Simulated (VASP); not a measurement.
Lu3AlN4:

```
CELL_PARAMETERS angstrom
3.26172 0.00000 0.00000
0.00000 4.70280 0.00000
0.00000 0.00000 6.52157
ATOMIC_POSITIONS crystal
Lu 0.50000 0.50000 0.24205
Lu 0.00000 0.00000 0.50000
Lu 0.50000 0.50000 0.75795
Al 0.00000 0.00000 0.00000
N 0.00000 0.50000 0.50000
N 0.50000 0.00000 0.77237
N 0.00000 0.50000 0.00000
N 0.50000 0.00000 0.22763
```

The cell was built by a generator and needn't be a form met in nature.

Base run:

- Program: VASP 6.6.1
- Functional: PBEsol
- Potentials or basis: VASP PAW PBE potentials, release 64 (Lu, Al, N)
- Cutoff: 520 eV
- k mesh: 10 × 6 × 6
- Occupations: gaussian, width 0.1 eV
- Spin: no spin polarisation

Its results: band gap on the k mesh 0.09 eV, indirect (least direct gap 0.12 eV).

**Question.** The run is repeated on the same cell with these changes: functional from PBEsol to PBE. What comes out?

**Answer.** Band gap on the k mesh 0.19 eV, indirect (least direct gap 0.22 eV).

Caveats: spin-orbit coupling is left out, which moves the levels of the heavy elements.
